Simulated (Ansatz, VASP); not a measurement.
# Cross-check of PtC between VASP and Ansatz

Aim: how closely do two programs agree when they are given the same cell, functional and k mesh? The cell is generated by rule, not measured, and may not be a known phase. The cell is taken from a series of runs on this material, whose earlier steps may have relaxed, scaled, displaced or heated it; both programs get it as it stands.

Calculated with Ansatz 0.2.0; plane waves, with VASP 6.6.1 beside it; single point at PBEsol.

The structure was built from a prototype and need not be the compound's stable phase.

**1. The starting structure**

It takes space group Amm2 (No. 38, orthorhombic). Conventional cell: a = 2.771 Å, b = 3.919 Å, c = 3.919 Å, α = 90.00°, β = 90.00°, γ = 90.00°. Nearest to Pt lie 8 C at 2.33 to 2.47 Å. Nearest to C lie 8 Pt at 2.33 to 2.47 Å. Farther neighbours are not listed.

As a file:

```cif
data_structure
_symmetry_space_group_name_H-M 'Amm2'
_symmetry_Int_Tables_number 38
_cell_length_a 2.7712
_cell_length_b 3.9191
_cell_length_c 3.9191
_cell_angle_alpha 90.000
_cell_angle_beta 90.000
_cell_angle_gamma 90.000
_cell_volume 42.57
loop_
_atom_site_label
_atom_site_type_symbol
_atom_site_symmetry_multiplicity
_atom_site_Wyckoff_symbol
_atom_site_fract_x
_atom_site_fract_y
_atom_site_fract_z
_atom_site_occupancy
Pt1 Pt 2 a 0.00000 0.00000 0.00126 1
C1 C 2 b 0.50000 0.00000 0.47959 1
```

**2. Ansatz: single point, PBEsol, pair 1**

Ansatz runs on its default PAW (the set named soft_2) files.

A single point gives forces, pressure and levels at one fixed geometry, so differences don't come from the geometry; what else differs is listed under the comparison.

Contents of input.yaml:

```yaml
crystal:
  lattice:
    - [2.7712460625, 0.0, 0.0]
    - [0.0, 2.7712460625, 0.0]
    - [0.0, 0.0, 2.7712460625]
  atoms:
    - { symbol: Pt, position: [0.0, 0.0012567747, 0.0012567747] }
    - { symbol: C, position: [0.5, 0.479587326, 0.479587326] }
kpoints:
  mp_grid: { grid: [16, 16, 16] }
hamiltonian:
  xc: pbesol
scf:
  occupations: { method: methfessel_paxton, width: 0.15 }
output:
  forces: true
  stress: true
  eigenvalues: true
```

On the command line:

```sh
$ ansatz run input.yaml --threads 4 --pin off --max-ram 7168MiB --backend cpu --events-out ev --progress --plain --runs-dir out
```

Numbers of over 12 decimals in the logs are rounded to 6 here.

Output:

```text
Engine: ansatz 0.2.0, aarch64-unknown-linux-gnu
Pseudopotentials: kind: paw
Pseudopotential: Pt, paw, valence charge 18, recommended cutoff 420 eV (normal), Pt.paw.azcp
Pseudopotential: C, paw, valence charge 4, recommended cutoff 420 eV (normal), C.paw.azcp
Functional definition: PBEsol
  exchange = pbesol_x
  correlation = pbesol_c
Crystal: 2 atoms, lattice volume = 21.283 Å³
Basis set: ecut = 420 eV, 437 PW (Γ), exchange–correlation on 40×40×40 points (8 copies of the dense FFT grid, shifted against one another)
Bands: 15, of which v1, the nominal top of the filled ones, is band 11 counted from 1 (10 counted from 0)
Symmetry: 4 space group operations
Space group: Amm2 (ITA 38), of the structure as read, at distance tolerance 2.8e-5 Å
k-points: 657 of 4096 (time reversal used)
Non-local potential: Pt, projectors of the file, l = 0: 3, l = 1: 2, l = 2: 2, l = 3: 1
Non-local potential: C, projectors of the file, l = 0: 2, l = 1: 2, l = 2: 1
PAW form: soft (Blöchl's): semilocal exchange-correlation on the pseudo side does not see the compensation charge
PAW frozen core: Pt, regenerated for the run's functional, and the local potential with it (the file was generated under x = pbe(κ = 0.804, μ = 0.219515), c = pbe(β = 0.066725))
PAW frozen core: C, regenerated for the run's functional, and the local potential with it (the file was generated under x = pbe(κ = 0.804, μ = 0.219515), c = pbe(β = 0.066725))
PAW one-centre angular grid: Pt, 590 points (default); XC on 64 Gauss nodes
PAW one-centre angular grid: C, 110 points (default); XC on 64 Gauss nodes
Initial density: superposition of atomic densities (neutral atoms: chi_scale 0, normalization atom), corrected by the library's trained network
Initial wavefunctions: pseudopotential atomic-orbital guess
Functional: x = pbesol(κ = 0.804, μ = 0.123457), c = pbesol(β = 0.046)
SCF iter   1: F=—  HF=-12626.668868 eV  |F-HF|=—  |Δ(HF+E_count)|=         —  Δρ=8.99e-3  dr2=9.43e-3  ethr=1.77e-3  ⟨swp⟩=4.7  Hψ=44425  notcnv=0
preconditioner: auto → none  [metal: Δε(μ)=0.002 eV  Ē_g=10.837 eV  σ=0.150 eV  W_gap=0.01  n_scr=6 (ndim 8)  ℏωp=30.1 eV  f_vac=0.000  D(μ)=1.28/eV (n_scr^D=18)  sad-step TF]
SCF iter   2: F=—  HF=-12626.667627 eV  |F-HF|=—  |Δ(HF+E_count)|=   1.24e-3  S|Δr|=    0.00e0  Δρ=5.13e-3  dr2=3.29e-3  ethr=4.29e-5  ⟨swp⟩=2.1  Hψ=19025  notcnv=0
SCF iter   3: F=—  HF=-12626.666690 eV  |F-HF|=—  |Δ(HF+E_count)|=   9.37e-4  S|Δr|=    0.00e0  Δρ=3.99e-4  dr2=2.33e-5  ethr=1.50e-5  ⟨swp⟩=2.0  Hψ=14170  notcnv=0
SCF iter   4: F=—  HF=-12626.666687 eV  |F-HF|=—  |Δ(HF+E_count)|=   2.65e-6  S|Δr|=    0.00e0  Δρ=8.61e-5  dr2=1.27e-6  ethr=1.06e-7  ⟨swp⟩=2.1  Hψ=14693  notcnv=0
SCF iter   5: F=—  HF=-12626.666687 eV  |F-HF|=—  |Δ(HF+E_count)|=   6.68e-8  S|Δr|=    0.00e0  Δρ=2.24e-5  dr2=1.11e-7  ethr=4.55e-10  ⟨swp⟩=5.7  Hψ=44661  notcnv=0
SCF iter   6: F=-12626.666687 eV  HF=-12626.666687 eV  |F-HF|=1.06e-10  |Δ(HF+E_count)|=   3.51e-8  S|Δr|=    0.00e0  Δρ=4.80e-6  dr2=1.36e-9  ethr=4.55e-10  ⟨swp⟩=4.0  Hψ=31402  notcnv=0
SCF 1 converged in 6 iterations: F = -12626.666687 eV  dr2 = 1.36e-9
  greatest PAW one-centre occupation: 1.000 electrons in one spin orbital (limit 2), on the Pt atom at site 0 (counted from 0), in its partial waves of l = 0
SCF converged after 6 iterations
Stability not checked: this state was not tested for a lower state beside it, because cold or Methfessel-Paxton smearing, or corrected tetrahedra, fill the levels in a way that the test cannot read (fill_not_monotonic; see scf.lower_state_search)
Free energy (F): -12626.666687 eV
Harris-Foulkes:  -12626.666687 eV  (|F-HF|=1.06e-10)
Internal energy: -12626.668529 eV  (E = F + TS)
E sigma→0 (E₀):  -12626.667148 eV
Entropy (-TS):   0.001842 eV (0.921 meV/atom)
Fermi energy:    20.633056 eV
Step filling:    the computed levels leave a gap of 0.0001 eV = 0.0 smearing widths at the electron count; against every level under it full and every level over it empty, smearing changes F+E_penalty+E_count by +0.427 meV and its σ→0 estimate by -0.034 meV
--- Per-component energies (eV) ---
  E_band       = -138.912126
  E_kinetic    = 718.936775
  E_local      = -1675.761481  (includes V_loc(G=0)·N_el)
  E_nonlocal   = 231.115591
  E_hartree    = 621.293242
  E_xc         = -306.759629
  E_vxc        = -360.076803  (∫ρ·V_xc dr)
  E_paw        = -9410.233257  (= ΣΔE_a)
  E_vpaw       = -295.711982  (= ΣTr[D̂ρ^β])
  E_aug_tail   = 0.000165  (compensation charges beyond the density's cutoff)
  E_ewald      = -2805.568016
  E_core_change = 0.308082  (= ΣΔE_core)
  E_smearing   = 0.001842  (= −TS)
  E_closure    = 0.000000  (closes the sum)
  Σ components = -12626.666687   (vs F -12626.666687, Δ=0.00e0)
--- Forces (eV/Å), atoms counted from 1 ---
  atom   1  Pt     0.00000000     0.17213736     0.17213736
  atom   2  C      0.00000000    -0.17214216    -0.17214216
  max |Σ_I F_I| component: 4.80e-6 eV/Å
--- Stress (GPa, compression-positive) ---
        0.312425      -0.000000       0.000000
       -0.000000       0.721302       0.181288
       -0.000000       0.181288       0.721302
  P = ⅓ Tr σ = 0.5850 GPa (5.850 kbar)
--- Band table (eV; the first three rows and the last of 657) ---
  k-point 0: bands = [... 7 lower, 18.7037, 18.7234, 18.7861, 20.4785, 20.4829, 20.5088, 25.0013, 36.2158]
  k-point 1: bands = [... 7 lower, 18.4282, 18.4405, 18.7807, 20.2013, 20.8005, 20.8274, 25.2603, 35.9990]
  k-point 2: bands = [... 7 lower, 17.8628, 17.8827, 18.8038, 19.6210, 21.4510, 21.4676, 25.8532, 35.2373]
  k-point 656: bands = [... 7 lower, 13.0058, 20.4760, 20.4794, 24.4627, 24.4752, 24.6851, 26.0467, 26.2990]
```

The run ends at a pressure of 0.59 GPa, with forces up to 0.24 eV/Å.

**3. VASP: single point, PBEsol, pair 1**

The same cell, functional, mesh and smearing now go to VASP, with its own data sets.

Lines of VASP's logs that name or quote its potential files are left out, and so is its time.

Contents of INCAR:

```
SYSTEM = PtC
PREC = Accurate
ENCUT = 600
EDIFF = 1E-06
NELM = 120
ISMEAR = 1
SIGMA = 0.15
LREAL = .FALSE.
ALGO = Normal
GGA = PS
NBANDS = 13
LASPH = .TRUE.
LORBIT = 11
LWAVE = .FALSE.
LCHARG = .FALSE.
ISIF = 2
GGA_COMPAT = .FALSE.
KPAR = 2
```

Contents of POSCAR:

```
PtC
1.0
    2.7712460625      0.0000000000      0.0000000000
    0.0000000000      2.7712460625      0.0000000000
    0.0000000000      0.0000000000      2.7712460625
Pt C
1 1
Direct
    0.0000000000      0.0012567747      0.0012567747
    0.5000000000      0.4795873260      0.4795873260
```

Contents of KPOINTS:

```
Automatic mesh
0
Gamma
16 16 16
0 0 0
```

PAW data sets: Pt and C (PBE family, release 64).

On the command line:

```sh
$ mpirun -np 2 vasp_std
```

Output:

```text
[banner, memory and clock lines left out]
running    2 mpi-ranks, on    1 nodes
 distrk:  each k-point on    1 cores,    2 groups
 distr:  one band on    1 cores,    1 groups

 POSCAR found type information on POSCAR PtC
 POSCAR found :  2 types and       2 ions
|                                                                             |
|               ----> ADVICE to this user running VASP <----                  |
|                                                                             |
|     You enforced a specific xc type in the INCAR file but a different       |
|     [... a line on the potential file left out ...]
|     I HOPE YOU KNOW WHAT YOU ARE DOING!                                     |
|                                                                             |

 LDA part: xc-table for (Slater+PW92), standard interpolation
 POSCAR, INCAR and KPOINTS ok, starting setup
 FFT: planning ... GRIDC
 FFT: planning ... GRID_SOFT
 FFT: planning ... GRID
 WAVECAR not read
 entering main loop
       N       E                     dE             d eps       ncg     rms          rms(c)
DAV:   1     0.603865076523E+02    0.60387E+02   -0.78343E+03 17250   0.114E+03
DAV:   2    -0.125262923989E+02   -0.72913E+02   -0.67388E+02 20422   0.221E+02
DAV:   3    -0.143509225301E+02   -0.18246E+01   -0.18063E+01 20012   0.342E+01
DAV:   4    -0.143586157106E+02   -0.76932E-02   -0.76918E-02 20082   0.261E+00
DAV:   5    -0.143586683661E+02   -0.52655E-04   -0.52655E-04 20277   0.216E-01    0.194E+01
DAV:   6    -0.135734874430E+02    0.78518E+00   -0.15765E+01 19909   0.290E+01    0.153E+01
DAV:   7    -0.128052958781E+02    0.76819E+00   -0.25962E+00 19192   0.127E+01    0.760E+00
DAV:   8    -0.127895902336E+02    0.15706E-01   -0.11824E-01 18372   0.265E+00    0.148E+00
DAV:   9    -0.127817119616E+02    0.78783E-02   -0.19407E-02 19290   0.106E+00    0.497E-01
DAV:  10    -0.127811501257E+02    0.56184E-03   -0.20609E-03 18977   0.346E-01    0.654E-02
DAV:  11    -0.127810734483E+02    0.76677E-04   -0.43302E-04 20261   0.155E-01    0.172E-02
DAV:  12    -0.127810721503E+02    0.12980E-05   -0.35228E-05 19692   0.481E-02    0.139E-02
DAV:  13    -0.127810714289E+02    0.72144E-06   -0.20572E-06 11539   0.122E-02
   1 F= -.12781071E+02 E0= -.12781673E+02  d E =0.180530E-02
```

Parts of OUTCAR (step 3):

```text
ion  position               nearest neighbor table
   1  0.000  0.001  0.001-   2 2.33   2 2.33   2 2.40   2 2.40   2 2.40   2 2.40   2 2.47   2 2.47

  LATTYP: Found a simple cubic cell.
 ALAT       =     2.7712460625

 Subroutine GETGRP returns: Found  4 space group operations
 (whereof  4 operations were pure point group operations)

The static configuration has the point symmetry C_2v.

 Found    657 irreducible k-points:

   k-points           NKPTS =    657   k-points in BZ     NKDIM =    657   number of bands    NBANDS=     13

   dimension x,y,z NGX =    24 NGY =   24 NGZ =   24
   dimension x,y,z NGXF=    48 NGYF=   48 NGZF=   48

   ENCUT  =  600.0 eV  44.10 Ry    6.64 a.u.   5.53  5.53  5.53*2*pi/ulx,y,z

   NELECT =      14.0000    total number of electrons

 k-points in reciprocal lattice and weights: Automatic mesh
   0.00000000  0.00000000  0.00000000       0.000
   0.06250000  0.00000000  0.00000000       0.000
   0.00000000  0.06250000  0.00000000       0.001
   0.12500000  0.00000000  0.00000000       0.000
   0.00000000  0.12500000  0.00000000       0.001
   0.18750000  0.00000000  0.00000000       0.000
   0.00000000  0.18750000  0.00000000       0.001
   0.25000000  0.00000000  0.00000000       0.000
   0.00000000  0.25000000  0.00000000       0.001
[...]
0.43750000  0.50000000  0.50000000       0.000
   0.50000000  0.50000000  0.50000000       0.000

 average (electrostatic) potential at core
       1 -63.5642       2 -45.4453

 E-fermi :  11.0854

 k-point     1 :       0.0000    0.0000    0.0000
  band No.  band energies     occupation
    ...
      5       9.1752      2.00000
      6       9.2373      2.00000
      7      10.9389      2.04509
      8      10.9426      2.03883
      9      10.9683      1.96967
     10      15.4616      0.00000
     11      26.7108      0.00000
     12      26.8539      0.00000
     13      31.6253      0.00000

 k-point     2 :       0.0625    0.0000    0.0000
  band No.  band energies     occupation
    ...
      3       4.6028      2.00000
      4       8.8429      2.00000
      5       8.9431      2.00000
      6       9.2226      2.00000
      7      10.6313      2.00016
      8      11.2586     -0.06927
      9      11.3154     -0.05225
     10      15.7176      0.00000
     11      26.4051      0.00000
     12      26.9340      0.00000
    ...

 k-point     3 :       0.0000    0.0625    0.0000
  band No.  band energies     occupation
    ...
      3       4.5991      2.00000
      4       8.8813      2.00000
      5       8.8938      2.00000
      6       9.2317      2.00000
      7      10.6605      2.00046
      8      11.2585     -0.06923
      9      11.2857     -0.06769
     10      15.7207      0.00000
     11      26.4941      0.00000
     12      26.8336      0.00000
    ...

  Total        0.0356481      0.0894877      0.0894877     -0.0000000      0.0252431      0.0000000
  in kB        2.6836257      6.7367221      6.7367221     -0.0000000      1.9003274      0.0000000
  external PRESSURE =       5.3856900 kB  Pullay stress =       0.0000000 kB

  energy-cutoff  :      600.00
  volume of cell :       21.28
      direct lattice vectors                 reciprocal lattice vectors
     2.771246062  0.000000000  0.000000000     0.360848505  0.000000000  0.000000000
     0.000000000  2.771246062  0.000000000     0.000000000  0.360848505  0.000000000
     0.000000000  0.000000000  2.771246062     0.000000000  0.000000000  0.360848505

 POSITION                                       TOTAL-FORCE (eV/Angst)
 -----------------------------------------------------------------------------------
      0.00000      0.00348      0.00348         0.000000      0.169091      0.169091
      1.38562      1.32905      1.32905         0.000000     -0.169091     -0.169091
 -----------------------------------------------------------------------------------
    total drift:                                0.000000      0.000098      0.000098

  FREE ENERGIE OF THE ION-ELECTRON SYSTEM (eV)
  ---------------------------------------------------
  free  energy   TOTEN  =       -12.7810714289 eV

  energy  without entropy=      -12.7828767269  energy(sigma->0) =      -12.78167319

 total charge
# of ion       s       p       d       tot
------------------------------------------
    1        0.605   0.660   8.076   9.342
    2        0.948   1.177   0.000   2.125
--------------------------------------------------
tot          1.554   1.837   8.076  11.467

[... 3 further parts left out ...]
```

The run ends at a pressure of 0.54 GPa, with forces up to 0.24 eV/Å.

**4. Comparison**

Known differences besides the potentials themselves: the data sets hold 22 valence electrons in Ansatz (on its default PAW (the set named soft_2) files) and 14 in VASP; the cutoff is 420 eV in Ansatz and 600 eV in VASP; Ansatz makes its cores anew for this functional, VASP keeps those of its PBE data sets. Total energies have different zeros and are not compared.

Compared:

```
      quantity  Ansatz  VASP  difference
pressure (GPa)    0.59  0.54       +0.05
```

Forces (eV/Å; atoms numbered as in POSCAR):

```
atom         Ansatz x, y, z           VASP x, y, z
 Pt1    0.000, 0.172, 0.172    0.000, 0.169, 0.169
  C2  0.000, -0.172, -0.172  0.000, -0.169, -0.169
```

The forces differ by 2.5 meV/Å r.m.s., which is 1.8 % of the r.m.s. force of 0.138 eV/Å (both taken over all components).

**5. VASP: single point, PBEsol, pair 2**

With cell and atoms fixed, the geometry can't cause a difference; cores, projectors, grids and the points listed under the comparison can.

INCAR is that of step 3.

Contents of POSCAR:

```
PtC
1.0
    2.7712460625      0.0000000000      0.0000000000
    0.0000000000      2.7712460625      0.0000000000
    0.0000000000      0.0000000000      2.7712460625
Pt C
1 1
Direct
    0.0000000000      0.0021993557      0.0021993557
    0.5000000000      0.4642778205      0.4642778205
```

KPOINTS is that of step 3.

On the command line:

```sh
$ mpirun -np 2 vasp_std
```

Output:

```text
[banner, memory and clock lines left out]
running    2 mpi-ranks, on    1 nodes
[...]
[... a notice as in an earlier step ...]

 LDA part: xc-table for (Slater+PW92), standard interpolation
 POSCAR, INCAR and KPOINTS ok, starting setup
[...]
entering main loop
       N       E                     dE             d eps       ncg     rms          rms(c)
DAV:   1     0.604872908776E+02    0.60487E+02   -0.78365E+03 17250   0.114E+03
DAV:   2    -0.125621545945E+02   -0.73049E+02   -0.67502E+02 20352   0.221E+02
DAV:   3    -0.143936956319E+02   -0.18315E+01   -0.18135E+01 20082   0.343E+01
DAV:   4    -0.144015242748E+02   -0.78286E-02   -0.78275E-02 20097   0.262E+00
[...]
DAV:  11    -0.128001046331E+02    0.27411E-04   -0.22173E-04 20060   0.115E-01    0.165E-02
DAV:  12    -0.128001036984E+02    0.93463E-06   -0.16845E-05 19872   0.331E-02    0.122E-02
DAV:  13    -0.128001031822E+02    0.51627E-06   -0.14319E-06 10316   0.104E-02
   1 F= -.12800103E+02 E0= -.12800620E+02  d E =0.155043E-02
```

Parts of OUTCAR (step 5):

```text
  Total        0.1413352      0.2824755      0.2824755      0.0000000      0.0733158      0.0000000
  in kB       10.6398555     21.2650382     21.2650382      0.0000000      5.5192846      0.0000000
  external PRESSURE =      17.7233106 kB  Pullay stress =       0.0000000 kB

 POSITION                                       TOTAL-FORCE (eV/Angst)
 -----------------------------------------------------------------------------------
      0.00000      0.00609      0.00609         0.000000      0.243823      0.243823
      1.38562      1.28663      1.28663         0.000000     -0.243823     -0.243823
 -----------------------------------------------------------------------------------
    total drift:                                0.000000      0.000128      0.000128

  FREE ENERGIE OF THE ION-ELECTRON SYSTEM (eV)
  ---------------------------------------------------
  free  energy   TOTEN  =       -12.8001031822 eV

  energy  without entropy=      -12.8016536147  energy(sigma->0) =      -12.80061999

[... 2 parts as in an earlier step ...]

[... 1 further part left out ...]
[key lines of the parts left out:]
E-fermi :  11.0835
```

The run ends at a pressure of 1.77 GPa, with forces up to 0.34 eV/Å.

**6. Ansatz: single point, PBEsol, pair 2**

The same cell, functional, mesh and smearing now go to Ansatz, which takes its cutoff from its data sets.

The cell is taken from a series of runs on this material, whose earlier steps may have relaxed, scaled, displaced or heated it; both programs get it as it stands.

input.yaml, the sections that differ from step 2:

```yaml
crystal:
  lattice:
    - [2.7712460625, 0.0, 0.0]
    - [0.0, 2.7712460625, 0.0]
    - [0.0, 0.0, 2.7712460625]
  atoms:
    - { symbol: Pt, position: [0.0, 0.0021993557, 0.0021993557] }
    - { symbol: C, position: [0.5, 0.4642778205, 0.4642778205] }
# kpoints, hamiltonian, scf, output: as in step 2
```

On the command line:

```sh
$ ansatz run input.yaml --threads 4 --pin off --max-ram 7168MiB --backend cpu --events-out ev --progress --plain --runs-dir out
```

Output:

```text
[...]
Crystal: 2 atoms, lattice volume = 21.283 Å³
Basis set: ecut = 420 eV, 437 PW (Γ), exchange–correlation on 40×40×40 points (8 copies of the dense FFT grid, shifted against one another)
Bands: 15, of which v1, the nominal top of the filled ones, is band 11 counted from 1 (10 counted from 0)
Symmetry: 4 space group operations
[...]
k-points: 657 of 4096 (time reversal used)
[...]
--- Band table (eV; the first three rows and the last of 657) ---
  k-point 0: bands = [... 7 lower, 18.5426, 18.6114, 18.7810, 20.6004, 20.6033, 20.6726, 24.9788, 35.8591]
  k-point 1: bands = [... 7 lower, 18.3119, 18.3645, 18.7582, 20.3035, 20.8932, 20.9675, 25.2401, 35.7720]
  k-point 2: bands = [... 7 lower, 17.7853, 17.8502, 18.7713, 19.7085, 21.5143, 21.5609, 25.8343, 35.1151]
  k-point 656: bands = [... 7 lower, 13.3865, 20.4530, 20.4629, 24.1402, 24.1659, 24.6834, 26.0444, 26.6908]
[key lines of the parts left out:]
SCF converged after 6 iterations
Free energy (F): -12626.686111 eV
Fermi energy:    20.629997 eV
P = ⅓ Tr σ = 1.7900 GPa (17.900 kbar)
```

The run ends at a pressure of 1.79 GPa, with forces up to 0.35 eV/Å.

(Part 1 of 2 ends here.)

[Lines on the potential files, build, host, timing and source positions are cut from VASP's logs without a mark.]

[Logs are printed without paths, hosts, clocks, repeated set-up lines and the standing remarks that a program may print on its own settings, such as how far it seeks lower states.]

[Hosts, paths, dates, database ids (printed as entryN), source tags and the programs' standing remarks are cut or masked in the printed files.]
